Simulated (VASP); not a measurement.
Input:

```
AgCl
1.0
    0.00000     2.70330     2.70330
    2.70330     0.00000     2.70330
    2.70330     2.70330     0.00000
Ag Cl
1 1
Direct
  0.00000   0.00000   0.00000
  0.50000   0.50000   0.50000
```

These are SCAN meta-GGA, VASP's PBE PAW potentials (set 64) (plane waves; VASP) values and carry that method's errors. Numerical set-up: 520 eV cut-off, 8×8×8 Γ-centred mesh, Gaussian smearing of 0.050 eV, potentials Ag Cl.

### Question
Give the stress tensor in GPa (positive for a compressed cell).

### Answer

```
4.01  0.00  0.00
0.00  4.01  0.00
0.00  0.00  4.01
```
The pressure is its mean diagonal, 4.01 GPa.

The compound is AgCl in the rock salt structure. This cell is one point of a volume scan, at 0.94 of the reference volume.
